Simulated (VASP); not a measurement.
Here is a VASP 6.6.1 calculation.

Contents of INCAR:

```
SYSTEM = Si16B
PREC     = Accurate       ! precision mode
ENCUT    = 520            ! plane-wave cutoff, eV
EDIFF    = 1E-6           ! SCF threshold, eV
ISMEAR   = -1             ! smearing method
SIGMA    = 0.05           ! smearing width, eV
LREAL    = Auto         
LASPH    = .True.         ! aspherical terms in the spheres
NELM     = 150            ! most SCF steps
ALGO     = Normal         ! electronic algorithm
ISIF     = 2              ! what is computed and relaxed
LWAVE    = .False.        ! write WAVECAR
LCHARG   = .False.        ! write CHGCAR
ISPIN    = 2              ! spin polarisation
MAGMOM   = 0 0 0 0 0 0 0 0 0 0 0 0 0 0 0 0 0 ! initial moments
LORBIT   = 11             ! projections on sites
GGA      = PS             ! functional
NBANDS   = 52             ! bands
```

File KPOINTS:

```
regular mesh
0
Gamma
  2 2 2
  0 0 0
```

The input POSCAR:

```
Si16B
1.0
    0.0000000000      5.4300000000      5.4300000000
    5.4300000000      0.0000000000      5.4300000000
    5.4300000000      5.4300000000      0.0000000000
Si B
16 1
Direct
   -0.0046424494      0.0014000921      0.0092536832
    0.1270207182      0.1250407919      0.1264754144
    0.0165824125     -0.0047091160      0.4983831492
    0.1151602210      0.1374320442      0.6344329650
    0.0067375691      0.4989775322     -0.0039349908
    0.1229420810      0.6298096685      0.1219336096
    0.0013085635      0.5239767035      0.4918105893
    0.1427741252      0.6235798343      0.6236616022
    0.5001250460     -0.0031373849     -0.0037563536
    0.6235946593      0.1313594843      0.1105425414
    0.4921156538      0.0127489871      0.4801209945
    0.6427223757      0.1002221915      0.6254652855
    0.4948217311      0.5028228361      0.0066883978
    0.6336093002      0.6245509208      0.1190279006
    0.5187992634      0.4868276243      0.4928489871
    0.6168656538      0.6201054328      0.6383807551
    0.7795895948      0.8233365562      0.5263201657
```

Potentials or basis: VASP PAW PBE potentials, release 64 (Si, B).

Launch:

```console
$ cat potpaw_PBE.64/Si/POTCAR potpaw_PBE.64/B/POTCAR > POTCAR
$ mpirun -np 1 vasp_std > vasp.out
```

(1) What does it give for the largest force?

(2) Estimate the band gap on the k mesh.

(3) Predict the pressure.

(4) What does it give for the net moment?

Answers

(1) 0.178 eV/Å.

(2) none (metal or under the smearing width).

(3) 1.1 GPa.

(4) 0.00 μB per cell.

Caveat: the k mesh is coarse (spacing up to 0.50 Å⁻¹), so the values aren't converged; the PAW data sets were made with another functional, which shifts forces and pressure a little.
